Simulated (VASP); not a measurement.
These are PBE GGA with D3 dispersion (Becke-Johnson damping), VASP's PBE PAW potentials (set 64) (plane waves; VASP) values and carry that method's errors.

Input for VASP

### KPOINTS
```
Automatic mesh
0
Gamma
9 9 9
0 0 0
```

INCAR:
```
# general
SYSTEM = BP
PREC   = Accurate
ENCUT  = 520   # plane-wave cut-off (eV)
LREAL  = .FALSE.   # projection in real space or not
LASPH  = .TRUE.   # aspherical one-centre terms

# electronic loop
EDIFF  = 1E-6   # SCF stop (eV)
NELM   = 100   # most electronic steps
ALGO   = Normal   # blocked Davidson

# smearing
ISMEAR = 0   # Gaussian
SIGMA  = 0.05   # width (eV)

# functional
GGA    = PE   # PBE
IVDW   = 12   # D3, Becke-Johnson

# ions
IBRION = 2
NSW    = 60   # most ionic steps
ISIF   = 3
EDIFFG = -0.01   # ionic stop

# output
LWAVE  = .FALSE.
LCHARG = .FALSE.
```

POSCAR:
```
BP
1
    0.0000000000     2.2526418555     2.2526418555
    2.2526418555     0.0000000000     2.2526418555
    2.2526418555     2.2526418555     0.0000000000
B P
1 1
Direct
  0.0000000000   0.0000000000   0.0000000000
  0.2500000000   0.2500000000   0.2500000000
```

POTCAR, in this order: B P (PBE.64 set). Program: vasp_std.

Predict the energy per atom (σ→0), dispersion energy.

```json
{
  "energy per atom (σ→0)": "-6.791 eV/atom",
  "dispersion_energy": "-15.25 kcal/mol"
}
```

OSZICAR:
```
...
DAV:   6    -0.130267699604E+02    0.64929E+00   -0.17144E+00   616   0.726E+00    0.405E+00
DAV:   7    -0.129289857524E+02    0.97784E-01   -0.28299E-01   848   0.324E+00    0.133E+00
DAV:   8    -0.129206517213E+02    0.83340E-02   -0.28984E-02   600   0.118E+00    0.224E-01
DAV:   9    -0.129209567948E+02   -0.30507E-03   -0.48379E-04   792   0.206E-01    0.130E-01
DAV:  10    -0.129211509610E+02   -0.19417E-03   -0.28486E-04   632   0.134E-01    0.269E-02
DAV:  11    -0.129211611268E+02   -0.10166E-04   -0.12819E-05   792   0.314E-02    0.330E-02
DAV:  12    -0.129211618611E+02   -0.73429E-06   -0.30993E-06   576   0.116E-02
   1 F= -.13582257E+02 E0= -.13582257E+02  d E =-.135823E+02
```

The compound is BP in the zinc blende structure. It was relaxed first. The start is the result of an earlier pass.
